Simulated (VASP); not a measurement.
Consider the following.

```yaml
crystal:
  lattice:
    - [0.00000, 3.40741, 3.40741]
    - [3.40741, 0.00000, 3.40741]
    - [3.40741, 3.40741, 0.00000]
  atoms:
    - { symbol: Sr, position: [0.00000, 0.00000, 0.00000] }
    - { symbol: Cl, position: [0.25000, 0.25000, 0.25000] }
    - { symbol: Cl, position: [0.75000, 0.75000, 0.75000] }
```

Level of theory: LDA (Ceperley-Alder, Perdew-Zunger), VASP's LDA PAW potentials (set 64) (plane waves; VASP 6.6.1). Settings: 520 eV cut-off, 6×6×6 Γ-centred mesh, tetrahedra with Blöchl corrections, potentials Sr_sv Cl.

Q: What does the run give for the energy per atom (σ→0), band gap (on the k-mesh) with the smallest direct gap where there is one?

A: 
The band gap (on the k-mesh) comes out as 5.10 eV and the smallest direct gap (on the k-mesh) is 5.10 eV. The energy per atom (σ→0) is -4.693 eV/atom.

The compound is SrCl2 in the fluorite structure. It was relaxed first, which changed the volume by -7 %.
